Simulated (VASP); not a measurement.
Level of theory: PBEsol GGA, VASP's PBE PAW potentials (set 64) (plane waves; VASP 6.6.1).

VASP input:

POSCAR:
```
ZrS
1.0
  0.0000000000   2.5843655198   2.5843655198
  2.5843655198   0.0000000000   2.5843655198
  2.5843655198   2.5843655198   0.0000000000
Zr S
1 1
Direct
  0.0000000000   0.0000000000   0.0000000000
  0.5000000000   0.5000000000   0.5000000000
```

**INCAR**
```
SYSTEM = ZrS
PREC = Accurate; ENCUT = 400; LREAL = .FALSE.
LASPH = .TRUE.
EDIFF = 1E-7; NELM = 100; ALGO = Normal
LMAXMIX = 4
ISMEAR = -5
GGA = PS
ISIF = 2
LWAVE = .FALSE.; LCHARG = .TRUE.; LORBIT = 11
NEDOS = 601
```

**KPOINTS**
```
Automatic mesh
0
Gamma
14 14 14
0 0 0
```

POTCAR, in this order: Zr_sv S (PBE.64 set). Program: vasp_std.

Output of the run:

OUTCAR:
```
 ion  position               nearest neighbor table
   1  0.000  0.000  0.000-   2 2.58   2 2.58   2 2.58   2 2.58   2 2.58   2 2.58
   2  0.500  0.500  0.500-   1 2.58   1 2.58   1 2.58   1 2.58   1 2.58   1 2.58
  LATTYP: Found a face centered cubic cell.
 ALAT       =     5.1687310396
 Subroutine PRICEL returns:
 Original cell was already a primitive cell.
 Subroutine GETGRP returns: Found 48 space group operations
The static configuration has the point symmetry O_h .
The dynamic configuration has the point symmetry O_h .
 Subroutine INISYM returns: Found 48 space group operations
 Subroutine IBZKPT returns following result:
 Found    104 irreducible k-points:

 Following reciprocal coordinates:
            Coordinates               Weight
  0.000000  0.000000  0.000000      1.000000
  0.071429  0.000000  0.000000      8.000000
  0.142857  0.000000  0.000000      8.000000
  0.214286  0.000000  0.000000      8.000000
  0.285714  0.000000  0.000000      8.000000
  0.357143  0.000000  0.000000      8.000000
  0.428571  0.000000  0.000000      8.000000
  0.500000  0.000000  0.000000      4.000000
  0.071429  0.071429  0.000000      6.000000
  0.142857  0.071429  0.000000     24.000000
  0.214286  0.071429  0.000000     24.000000
  0.285714  0.071429  0.000000     24.000000
  0.357143  0.071429  0.000000     24.000000
  0.428571  0.071429  0.000000     24.000000
  0.500000  0.071429  0.000000     24.000000
 -0.428571  0.071429  0.000000     24.000000
 -0.357143  0.071429  0.000000     24.000000
 -0.285714  0.071429  0.000000     24.000000
 -0.214286  0.071429  0.000000     24.000000
 -0.142857  0.071429  0.000000     24.000000
 -0.071429  0.071429  0.000000     12.000000
  0.142857  0.142857  0.000000      6.000000
  0.214286  0.142857  0.000000     24.000000
  0.285714  0.142857  0.000000     24.000000
  0.357143  0.142857  0.000000     24.000000
  0.428571  0.142857  0.000000     24.000000
  0.500000  0.142857  0.000000     24.000000
 -0.428571  0.142857  0.000000     24.000000
 -0.357143  0.142857  0.000000     24.000000
 -0.285714  0.142857  0.000000     24.000000
 -0.214286  0.142857  0.000000     24.000000
 -0.142857  0.142857  0.000000     12.000000
  0.214286  0.214286  0.000000      6.000000
  0.285714  0.214286  0.000000     24.000000
  0.357143  0.214286  0.000000     24.000000
  0.428571  0.214286  0.000000     24.000000
  0.500000  0.214286  0.000000     24.000000
 -0.428571  0.214286  0.000000     24.000000
 -0.357143  0.214286  0.000000     24.000000
 -0.285714  0.214286  0.000000     24.000000
   k-points           NKPTS =    104   k-points in BZ     NKDIM =    104   number of bands    NBANDS=     13
   number of dos      NEDOS =    601   number of ions     NIONS =      2
   total plane-waves  NPLWV =  13824
   dimension x,y,z NGX =    24 NGY =   24 NGZ =   24
   dimension x,y,z NGXF=    48 NGYF=   48 NGZF=   48
   ions per type =               1   1
   PREC   = accura    normal or accurate (medium, high low for compatibility)
   ISTART =      0    job   : 0-new  1-cont  2-samecut
   ICHARG =      2    charge: 1-file 2-atom 10-const
   ISPIN  =      1    spin polarized calculation?
   LNONCOLLINEAR =      F non collinear calculations
   LSORBIT =      F    spin-orbit coupling
   INIWAV =      1    electr: 0-lowe 1-rand  2-diag
   ENCUT  =  400.0 eV  29.40 Ry    5.42 a.u.   5.96  5.96  5.96*2*pi/ulx,y,z
   NELM   =    100;   NELMIN=  2; NELMDL= -5     # of ELM steps
   EDIFF  = 0.1E-06   stopping-criterion for ELM
   LREAL  =      F    real-space projection
   NLSPLINE    = F    spline interpolate recip. space projectors
   LMAXMIX     =    4 max onsite mixed and CHGCAR
...
```

OSZICAR:
```
       N       E                     dE             d eps       ncg     rms          rms(c)
DAV:   1     0.108428044356E+03    0.10843E+03   -0.84855E+03  2704   0.111E+03
DAV:   2    -0.121497173878E+02   -0.12058E+03   -0.11756E+03  3269   0.302E+02
DAV:   3    -0.172417702038E+02   -0.50921E+01   -0.50218E+01  4217   0.556E+01
DAV:   4    -0.173965143913E+02   -0.15474E+00   -0.15395E+00  3441   0.894E+00
DAV:   5    -0.174012262381E+02   -0.47118E-02   -0.46610E-02  4125   0.125E+00    0.173E+01
DAV:   6    -0.165483883513E+02    0.85284E+00   -0.25428E+00  3205   0.118E+01    0.819E+00
DAV:   7    -0.165155004375E+02    0.32888E-01   -0.25877E-01  4286   0.362E+00    0.293E+00
DAV:   8    -0.165100835615E+02    0.54169E-02   -0.23958E-02  3139   0.129E+00    0.455E-01
DAV:   9    -0.165099240717E+02    0.15949E-03   -0.27835E-03  3399   0.402E-01    0.167E-01
DAV:  10    -0.165098946419E+02    0.29430E-04   -0.18699E-04  3515   0.145E-01    0.747E-02
DAV:  11    -0.165098807240E+02    0.13918E-04   -0.72397E-05  3466   0.719E-02    0.307E-02
DAV:  12    -0.165098824996E+02   -0.17756E-05   -0.44602E-06  3269   0.210E-02    0.227E-03
DAV:  13    -0.165098824950E+02    0.45998E-08   -0.93357E-08  2311   0.331E-03
   1 F= -.16509882E+02 E0= -.16509882E+02  d E =0.000000E+00
```

OUTCAR:
```
------------------------ aborting loop because EDIFF is reached ----------------------------------------
  FORCE on cell =-STRESS in cart. coord.  units (eV):
  Direction    XX          YY          ZZ          XY          YZ          ZX
  --------------------------------------------------------------------------------------
  Total       -0.0172995     -0.0172995     -0.0172995      0.0000000     -0.0000000     -0.0000000
  in kB       -0.8028826     -0.8028826     -0.8028826      0.0000000     -0.0000000     -0.0000000
  external PRESSURE =      -0.8028826 kB  Pullay stress =       0.0000000 kB
  volume of cell :       34.52
      direct lattice vectors                 reciprocal lattice vectors
     0.000000000  2.584365520  2.584365520    -0.193471085  0.193471085  0.193471085
     2.584365520  0.000000000  2.584365520     0.193471085 -0.193471085  0.193471085
     2.584365520  2.584365520  0.000000000     0.193471085  0.193471085 -0.193471085
 POSITION                                       TOTAL-FORCE (eV/Angst)
 -----------------------------------------------------------------------------------
      0.00000      0.00000      0.00000        -0.000000      0.000000      0.000000
      2.58437      2.58437      2.58437         0.000000     -0.000000     -0.000000
 -----------------------------------------------------------------------------------
    total drift:                                0.000000     -0.000000     -0.000000
  FREE ENERGIE OF THE ION-ELECTRON SYSTEM (eV)
  ---------------------------------------------------
  free  energy   TOTEN  =       -16.5098824950 eV

  energy  without entropy=      -16.5098824950  energy(sigma->0) =      -16.50988249

 total charge

# of ion       s       p       d       tot
------------------------------------------
    1        2.133   5.970   1.765   9.868
    2        1.304   2.456   0.000   3.760
--------------------------------------------------
tot          3.437   8.427   1.765  13.629
```
(Selected blocks of OUTCAR.)

For a metal the tetrahedron method with Blöchl corrections gives inexact stress and forces.

The structure was generated: ZrS was put into the rock salt type (Fm-3m), which need not be its known phase. It was relaxed first, which changed the volume by -38 %. VASP warned that the highest band is occupied, so more bands are needed.
